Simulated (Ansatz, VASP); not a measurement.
# One calculation of TaSiRh3, two programs

```
Ta Si Rh
1.0
     4.38914    0.00000    0.00000
     0.00000    4.38914    0.00000
     0.00000    0.00000    4.38914
Ta Si Rh
1 1 3
Cartesian
  2.1946 2.1946 2.1946
  0.0000 0.0000 0.0000
  2.1946 0.0000 0.0000
  0.0000 2.1946 0.0000
  0.0000 0.0000 2.1946
```

Alike in both runs: task single point; functional PBE; k mesh 4 × 4 × 4; occupations gaussian, width 0.1 eV; no spin polarisation.

|  | VASP | Ansatz |
| --- | --- | --- |
| version | VASP 6.6.1 | Ansatz 0.2.0 |
| potentials or method | VASP PAW PBE potentials, release 64 (Ta_pv, Si, Rh_pv) | scalar-relativistic, plane waves, PAW |
| plane-wave cutoff (eV) | 520 | 420 |
| valence electrons in the cell | 60 | 68 |

Ansatz gave:

```
gap on the k mesh at the Fermi level (eV) : none
pressure (GPa)                            : -3.8
```

Problem. Which values does VASP return?

Solution. gap on the k mesh at the Fermi level (eV): none; pressure (GPa): -3.7.

A gap of «none» marks a metal or a gap that the smearing closes. The two sets of potentials don't hold the same shells in valence.

Spin-orbit coupling is left out, which matters for the levels of Ta.
